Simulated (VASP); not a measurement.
Energy against volume of SrCl₂ (fluorite). Calculation: AM05 GGA, VASP's PBE PAW potentials (set 64) (plane waves; VASP). Numerical set-up: 520 eV cut-off, 6×6×6 Γ-centred mesh, Gaussian smearing of 0.050 eV, potentials Sr_sv Cl.

```csv
V (Å³/atom),E (eV/atom)
26.639,-4.23504
27.489,-4.24431
28.339,-4.24708
29.189,-4.24439
```

Question: Fit these four points and predict the energy of the run at 30.039 Å³/atom.

Answer: A cubic in V^(−2/3), the third-order Birch-Murnaghan form, passes through the four points with V0 = 28.32 Å³/atom and B0 = 34 GPa, and gives -4.2371 eV/atom there. The run gave -4.2371 eV/atom, +0.1 meV/atom from the fit; all five points give B0 = 34 GPa.

The compound is SrCl2 in the fluorite structure. It was relaxed first.
